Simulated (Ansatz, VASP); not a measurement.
# BiP: VASP beside Ansatz, part 2 of 2

Wanted: the spread between two codes on one cell, functional and k mesh. The cell is generated by rule, not measured, and may not be a known phase. The cell is taken from a series of VASP runs on this material, whose earlier steps may have relaxed, scaled or displaced it; both programs get it as it stands.

VASP 6.6.1 and Ansatz 0.2.0.

So far. Step 2 (VASP: band structure, HSE06): The run ends at a pressure of 14.81 GPa.

The structure was built from a prototype and need not be the compound's stable phase.

**3. Ansatz: band structure, HSE06**

Level of this step: Ansatz beside VASP: Kohn-Sham DFT, plane waves, HSE06 (Ansatz).

Ansatz runs on its default PAW (the set named soft_2) files.

The same cell, functional, mesh and smearing now go to Ansatz, which takes its cutoff from its data sets.

Contents of input.yaml:

```yaml
crystal:
  lattice:
    - [0.0, 2.97913, 2.97913]
    - [2.97913, 0.0, 2.97913]
    - [2.97913, 2.97913, 0.0]
  atoms:
    - { symbol: Bi, position: [0.0, 0.0, 0.0] }
    - { symbol: P, position: [0.25, 0.25, 0.25] }
hamiltonian:
  xc: { exchange: pbe, correlation: pbe, exx: { coeff: 0.25, omega: 0.2 } }
  pseudopotentials: { kind: paw }
kpoints:
  mp_grid: { grid: [4, 4, 4] }
  band_path:
    path:
      - [0.0, 0.0, 0.0]
      - [0.5, 0.0, 0.5]
      - [0.5, 0.21429, 0.71429]
      - [0.41071, 0.33929, 0.75]
      - [0.16071, 0.16071, 0.32143]
      - [0.21429, 0.21429, 0.21429]
      - [0.55357, 0.39286, 0.55357]
      - [0.58929, 0.25, 0.66071]
      - [0.5, 0.28571, 0.71429]
      - [0.5, 0.5, 0.5]
      - [0.375, 0.375, 0.75]
      - [0.5, 0.0, 0.5]
    npoints: 1
scf:
  occupations: { method: gaussian, width: 0.02 }
  n_extra_bands: 7
output:
  forces: true
  stress: true
  eigenvalues: true
  write_density: true
  write_potential: true
  elf: true
  volumetric_format: npy
```

The run is started by

```sh
> ansatz run input.yaml --threads 4 --pin off --max-ram 9216MiB --backend cpu --events-out ev --progress --plain --runs-dir out
```

Numbers of over 12 decimals in the logs are rounded to 6 here.

The log of the run:

```text
Warning: output.stress: scf.convergence.dr2_threshold = 1e-7 eV (the SCF's general default) is looser than the 2e-10 eV advised for a printed stress (1e-10 eV for each atom of the cell: 2). What an SCF threshold leaves in a stress goes as its square root, and in the free energy as the threshold itself, and one threshold admits the most on a small cell: [figures from the program's tests cut] Set scf.convergence.dr2_threshold to 2e-10 eV or tighter. The threshold is an SCF's pass mark: one that does not reach it within its budget of iterations ends unconverged, or closes short of it on a stop that the run arms, and scf.convergence.dr2_threshold's page says what that costs each kind of run
Warning: output.stress: scf.exx.energy_threshold = 1e-6 eV is looser than the 2e-8 eV advised for a stress under a hybrid functional (1e-8 eV for each atom of the cell: 2). Every SCF of the exchange loop can meet its threshold on dr2 while the loop round them stops early: no threshold on dr2 bounds what that leaves in the stress. Set scf.exx.energy_threshold to 2e-8 eV or tighter. The threshold is the loop's pass mark: a loop that does not reach it within its budget of cycles ends unconverged, and scf.exx.energy_threshold's page has the law
scf.n_extra_bands = 7 over 10 filled bands (N_el = 20.0): the run solves 17 bands
Engine: ansatz 0.2.0, aarch64-unknown-linux-gnu
Pseudopotentials: kind: paw
Pseudopotential: Bi, paw, valence charge 15, recommended cutoff 420 eV (normal), Bi.paw.azcp
Pseudopotential: P, paw, valence charge 5, recommended cutoff 420 eV (normal), P.paw.azcp
Functional definition: unnamed
  parameter a_1 = 0.25
  parameter omega_1 = 0.2/angstrom
  exchange = pbe_x + (-a_1)*pbe_x_sr(omega_1) + a_1*exact_x_sr(omega_1)
  correlation = pbe_c
Crystal: 2 atoms, lattice volume = 52.881 Å³
Basis set: ecut = 420 eV, 1037 PW (Γ), exchange–correlation on 60×60×60 points (8 copies of the dense FFT grid, shifted against one another)
Bands: 17, of which v1, the nominal top of the filled ones, is band 10 counted from 1 (9 counted from 0)
Symmetry: 24 space group operations
Space group: F-43m (ITA 216), of the structure as read, at distance tolerance 3.8e-5 Å
k-points: 8 of 64 (time reversal used)
Non-local potential: Bi, projectors of the file, l = 0: 2, l = 1: 2, l = 2: 2, l = 3: 2
Non-local potential: P, projectors of the file, l = 0: 2, l = 1: 2, l = 2: 2
PAW form: soft (Blöchl's): semilocal exchange-correlation on the pseudo side does not see the compensation charge
PAW frozen core: Bi, regenerated for the run's functional, and the local potential with it (the file was generated under x = pbe(κ = 0.804, μ = 0.219515), c = pbe(β = 0.066725))
PAW frozen core: P, regenerated for the run's functional, and the local potential with it (the file was generated under x = pbe(κ = 0.804, μ = 0.219515), c = pbe(β = 0.066725))
PAW one-centre angular grid: Bi, 590 points (default); XC on 64 Gauss nodes
PAW one-centre angular grid: P, 110 points (default); XC on 64 Gauss nodes
Initial density: superposition of atomic densities (neutral atoms: chi_scale 0, normalization atom), corrected by the library's trained network
Initial wavefunctions: pseudopotential atomic-orbital guess
Functional: x = pbe(κ = 0.804, μ = 0.219515), c = pbe(β = 0.066725), warm-up for x = pbe(κ = 0.804, μ = 0.219515) + 0.25 (exact − pbe) at short range (hse, ω = 0.2 Å⁻¹), c = pbe(β = 0.066725)
SCF iter   1: F=—  HF=-13151.053448 eV  |F-HF|=—  |Δ(HF+E_count)|=         —  Δρ=2.28e-3  dr2=4.46e-3  ethr=1.77e-3  ⟨swp⟩=11.6  Hψ=735  notcnv=0
preconditioner: auto → none  [insulator: Δε(μ)=0.833 eV  Ē_g=12.052 eV  σ=0.020 eV  W_gap=0.50  n_scr=14 (ndim 8)  ℏωp=16.1 eV  f_vac=0.001  D(μ)=5.29/eV (n_scr^D=64)]
SCF iter   2: F=—  HF=-13151.053742 eV  |F-HF|=—  |Δ(HF+E_count)|=   2.94e-4  Δρ=1.05e-3  dr2=8.65e-4  ethr=2.23e-5  ⟨swp⟩=4.1  Hψ=410  notcnv=0  defer=5
iter 3 solved again at ethr=4.59e-8 eV; its pass at ethr=4.33e-6 eV (dr2=9.17e-6 eV) is discarded
SCF iter   3: F=—  HF=-13151.053760 eV  |F-HF|=—  |Δ(HF+E_count)|=   1.87e-5  Δρ=1.56e-4  dr2=8.77e-6  ethr=4.59e-8  ⟨swp⟩=4.0  Hψ=592  notcnv=0
SCF iter   4: F=—  HF=-13151.053765 eV  |F-HF|=—  |Δ(HF+E_count)|=   5.01e-6  Δρ=3.63e-5  dr2=8.92e-7  ethr=4.39e-8  ⟨swp⟩=2.9  Hψ=229  notcnv=0
SCF iter   5: F=—  HF=-13151.053766 eV  |F-HF|=—  |Δ(HF+E_count)|=   2.84e-7  Δρ=4.92e-6  dr2=5.69e-9  ethr=4.46e-9  ⟨swp⟩=3.2  Hψ=260  notcnv=0
SCF iter   6: F=-13151.053766 eV  HF=-13151.053766 eV  |F-HF|=6.55e-11  |Δ(HF+E_count)|=   1.17e-8  Δρ=1.19e-6  dr2=3.83e-10  ethr=2.84e-11  ⟨swp⟩=4.1  Hψ=366  notcnv=0
SCF 1 converged in 6 iterations: F = -13151.053766 eV  dr2 = 3.83e-10
  greatest PAW one-centre occupation: 0.988 electrons in one spin orbital (limit 2), on the Bi atom at site 0 (counted from 0), in its partial waves of l = 2
Initial density: handed on by an earlier stage of this run
Initial wavefunctions: those handed on with the density
Functional: x = pbe(κ = 0.804, μ = 0.219515) + 0.25 (exact − pbe) at short range (hse, ω = 0.2 Å⁻¹), c = pbe(β = 0.066725)
Exchange kernel: α = 0.2500, screened, ω = 0.2000 Å⁻¹, Wigner–Seitz truncation, v(0) = 1111.2610 eV·Å³, q-mesh 4×4×4, nearest image of the exchange supercell L = 16.85 Å, pair-density grid 18×18×18, without the augmentation charges, whose exchange is taken in its separable form by FFT convolution over the k-point mesh (sized by the pseudopotential files, 24×24×24 at the most), smooth part of the exact exchange by density-matrix convolution
Frozen-core exchange: fock
iter 1 solved again at ethr=2.87e-5 eV; its pass at ethr=1.00e-1 eV (dr2=5.74e-3 eV) is discarded
SCF iter   1: F=—  HF=-13155.139026 eV  |F-HF|=—  |Δ(HF+E_count)|=         —  Δρ=3.91e-3  dr2=6.13e-3  ethr=2.87e-5  ⟨swp⟩=5.1  Hψ=734  notcnv=0
preconditioner: auto → none  [insulator: Δε(μ)=0.947 eV  Ē_g=13.371 eV  σ=0.020 eV  W_gap=0.50  n_scr=14 (ndim 8)  ℏωp=16.1 eV  f_vac=0.000  D(μ)=5.29/eV (n_scr^D=64)]
SCF iter   2: F=—  HF=-13155.137105 eV  |F-HF|=—  |Δ(HF+E_count)|=   1.92e-3  Δρ=1.37e-3  dr2=9.71e-4  ethr=2.87e-5  ⟨swp⟩=3.0  Hψ=332  notcnv=0
[...]
SCF iter   4: F=—  HF=-13155.136953 eV  |F-HF|=—  |Δ(HF+E_count)|=   9.29e-6  Δρ=7.64e-5  dr2=1.75e-4  ethr=4.65e-7  ⟨swp⟩=3.0  Hψ=255  notcnv=0
SCF iter   5: F=—  HF=-13155.139367 eV  |F-HF|=—  |Δ(HF+E_count)|=   2.41e-3  Δρ=4.13e-4  dr2=5.49e-5  ethr=5.94e-9  ⟨swp⟩=5.6  Hψ=571  notcnv=0
SCF iter   6: F=—  HF=-13155.139351 eV  |F-HF|=—  |Δ(HF+E_count)|=   1.61e-5  Δρ=2.47e-5  dr2=3.30e-6  ethr=5.94e-9  ⟨swp⟩=4.0  Hψ=337  notcnv=0
SCF iter   7: F=—  HF=-13155.139351 eV  |F-HF|=—  |Δ(HF+E_count)|=   5.96e-8  Δρ=4.40e-6  dr2=3.22e-6  ethr=1.16e-9  ⟨swp⟩=3.0  Hψ=293  notcnv=0
SCF iter   8: F=-13155.139378 eV  HF=-13155.139379 eV  |F-HF|=8.72e-7  |Δ(HF+E_count)|=   2.83e-5  Δρ=5.22e-5  dr2=1.54e-6  ethr=9.93e-11  ⟨swp⟩=5.2  Hψ=554  notcnv=0
SCF 2 stopped early in 8 iterations: F = -13155.139378 eV  dr2 = 1.54e-6
hybrid outer 1: dexx = +2.632e-3 eV, tail = 1.09e-5 eV
Exchange kernel: α = 0.2500, screened, ω = 0.2000 Å⁻¹, Wigner–Seitz truncation, v(0) = 1111.2610 eV·Å³, q-mesh 4×4×4, nearest image of the exchange supercell L = 16.85 Å, pair-density grid 18×18×18, without the augmentation charges, whose exchange is taken in its separable form by FFT convolution over the k-point mesh (sized by the pseudopotential files, 24×24×24 at the most), smooth part of the exact exchange by density-matrix convolution
Frozen-core exchange: fock
SCF iter   1: F=—  HF=-13155.139303 eV  |F-HF|=—  |Δ(HF+E_count)|=         —  Δρ=1.38e-5  dr2=5.51e-7  ethr=2.71e-7  ⟨swp⟩=2.5  Hψ=276  notcnv=0
preconditioner: auto → none  [insulator: Δε(μ)=0.933 eV  Ē_g=13.376 eV  σ=0.020 eV  W_gap=0.50  n_scr=14 (ndim 8)  ℏωp=16.1 eV  f_vac=0.000  D(μ)=5.29/eV (n_scr^D=64)]
SCF iter   2: F=—  HF=-13155.139303 eV  |F-HF|=—  |Δ(HF+E_count)|=   2.10e-7  Δρ=8.66e-6  dr2=4.94e-7  ethr=3.94e-10  ⟨swp⟩=4.4  Hψ=384  notcnv=0
SCF iter   3: F=—  HF=-13155.139303 eV  |F-HF|=—  |Δ(HF+E_count)|=  4.73e-10  Δρ=1.63e-6  dr2=4.74e-7  ethr=1.13e-10  ⟨swp⟩=2.8  Hψ=244  notcnv=0  defer=2
SCF iter   4: F=—  HF=-13155.139313 eV  |F-HF|=—  |Δ(HF+E_count)|=   1.05e-5  Δρ=8.72e-6  dr2=5.95e-8  ethr=6.58e-12  ⟨swp⟩=5.6  Hψ=535  notcnv=0
SCF iter   5: F=-13155.139313 eV  HF=-13155.139313 eV  |F-HF|=4.95e-10  |Δ(HF+E_count)|=   1.61e-8  Δρ=2.78e-6  dr2=6.43e-9  ethr=6.58e-12  ⟨swp⟩=4.0  Hψ=323  notcnv=0
SCF 3 converged in 5 iterations: F = -13155.139313 eV  dr2 = 6.43e-9
  Residual-converged pass: ⟨swp⟩=2.8  Hψ=224  notcnv=0  max |occ|·‖R‖ = 2.2e-6 eV (tolerance 2.4e-6 eV)  dr2=6.43e-9  dr2_onsite=4.36e-10  max |Δocc| = 0.0e0
hybrid outer 2: dexx = +1.662e-7 eV, tail = 1.58e-8 eV, Δε = 1.90e-3 eV (about 1.02e-4 eV left of the loop's levels)
NSCF: frozen V_eff on 12 k-points
hybrid SCF converged: 2 outer / 13 inner (+6 warm-up), last move |dexx| = 1.66e-7 eV, tail = 1.58e-8 eV
Stability not checked: this state was not tested for a lower state beside it, because the functional holds exact exchange (a hybrid, or Hartree-Fock), whose exchange loop this test does not read (fock_operator; see scf.lower_state_search)
Free energy (F): -13155.139313 eV
Frozen-core exchange: fock
Harris-Foulkes:  -13155.139313 eV  (|F-HF|=4.95e-10)
Internal energy: -13155.138256 eV  (E = F + TS)
E sigma→0 (E₀):  -13155.138784 eV
Entropy (-TS):   -0.001058 eV (-0.529 meV/atom)
Fermi energy:    9.414389 eV
--- Per-component energies (eV) ---
  E_band       = -137.085257
  E_kinetic    = 374.417198
  E_local      = -1713.850347  (includes V_loc(G=0)·N_el)
  E_nonlocal   = 597.252118
  E_hartree    = 568.895620
  E_xc         = -172.493426
  E_vxc        = -165.716784  (∫ρ·V_xc dr)
  E_exx        = -43.352769  (= α·E_x^exact, valence–valence)
  E_paw        = -11235.666613  (= ΣΔE_a)
  E_vpaw       = -280.273310  (= ΣTr[D̂ρ^β])
  E_aug_tail   = -0.000435  (compensation charges beyond the density's cutoff)
  E_ewald      = -1530.416276
  E_core_change = 0.076674  (= ΣΔE_core)
  E_smearing   = -0.001058  (= −TS)
  E_closure    = 0.000000  (closes the sum)
  Σ components = -13155.139313   (vs F -13155.139313, Δ=0.00e0)
--- Forces (eV/Å), atoms counted from 1 ---
  atom   1  Bi    -0.00000000    -0.00000000     0.00000000
  atom   2  P      0.00000000    -0.00000000    -0.00000000
  max |Σ_I F_I| component: 7.40e-16 eV/Å
--- Stress (GPa, compression-positive) ---
       14.980310      -0.000000      -0.000000
        0.000000      14.980310       0.000000
       -0.000000       0.000000      14.980310
  P = ⅓ Tr σ = 14.9803 GPa (149.803 kbar)
--- Band table (eV; the first three rows and the last of 8) ---
  k-point 0: bands = [... 6 lower, 4.1593, 6.8264, 6.8264, 6.8264, 10.4476, 10.4476, 10.4476, 14.2494, ... 3 higher]
  k-point 1: bands = [... 6 lower, 1.0710, 6.0801, 6.0801, 6.9788, 11.4266, 11.4266, 12.1953, 16.0707, ... 3 higher]
  k-point 2: bands = [... 6 lower, -1.4836, 5.5665, 5.5665, 6.5265, 11.7868, 11.7868, 14.8305, 16.4461, ... 3 higher]
  k-point 7: bands = [... 6 lower, -2.9627, 3.4323, 3.5390, 10.3473, 11.9972, 12.0427, 13.4403, 17.3902, ... 3 higher]
```

Elapsed: 21 s, on 4 threads of Arm Neoverse V1, shared host; peak memory 0.66 GiB; 75 s of CPU time.

The column dr2 measures how far the density is from self-consistency, as an energy; F and HF (Harris–Foulkes) agree once it is small.

**4. Side by side**

Known differences besides the potentials themselves: exact exchange at q = 0 is treated differently, which shows on coarse meshes; VASP keeps PBE cores, Ansatz makes them for the functional; the cutoff is 420 eV in Ansatz and 400 eV in VASP; VASP takes a coarser grid for exact exchange (PRECFOCK = Fast). Total energies have different zeros and are not compared.

Both answers:

```
      quantity  Ansatz   VASP  difference
pressure (GPa)   14.98  14.81       +0.17
```

Levels from 3 eV below to 2 eV above the Fermi level differ by 4 meV r.m.s. and 8 meV at most; each VASP level is matched to the nearest of Ansatz, which flatters the figure a little. Ansatz's pressure holds a Pulay correction of 0.04 GPa; VASP's holds none.

**5. Outcome**

| Property | Result |
| --- | --- |
| r.m.s. difference of levels near the Fermi level (band structure, HSE06) | 4.3 meV |

In words: The r.m.s. difference of levels near the Fermi level is 4.3 meV (band structure, HSE06), within the 80 meV picked in this series as the mark of a large difference. How closely two codes agree says nothing of how well the functional describes the real material.

[Lines on the potential files, build, host, timing and source positions are cut from VASP's logs without a mark.]

[Logs are printed without paths, hosts, clocks, repeated set-up lines and the standing remarks that a program may print on its own settings, such as how far it seeks lower states.]

[Hosts, paths, dates, database ids (printed as entryN), source tags and the programs' standing remarks are cut or masked in the printed files.]
